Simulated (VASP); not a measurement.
Consider the following.

```
Si
1.0
    0.00000     2.73448     2.73448
    2.73448     0.00000     2.73448
    2.73448     2.73448     0.00000
Si
2
Cartesian
  0.00000   0.00000   0.00000
  1.36724   1.36724   1.36724
```

Calculation: PW91 GGA, VASP's PBE PAW potentials (set 64) (plane waves; VASP). Run with 520 eV cut-off, 8×8×8 Γ-centred mesh, Gaussian smearing of 0.050 eV, potentials Si.

Q: Give the energy at these volumes per atom, relative to the lowest: 19.22, 19.83, 20.44, 21.06, 21.67 Å³.

A: 22.9, 5.4, 0.0, 4.8, 18.3 meV/atom. A third-order Birch-Murnaghan fit gives B0 = 89.0 GPa and B0′ = 4.3.

Measured: bulk modulus 101 GPa at 0 K (computed value off by -11.7 %), as given by Jianwei Sun et al., Physical Review B (2011), doi:10.1103/physrevb.84.035117 [0 K value with zero-point phonon effects removed]; a 5.421 Å at 0 K (computed value off by +0.9 %), as given by Daniel Mejia-Rodriguez et al., Physical Review B (2018), arXiv:1807.09216 [static lattice: zero-point anharmonic expansion removed].

The compound is Si in the diamond structure. It was relaxed first.
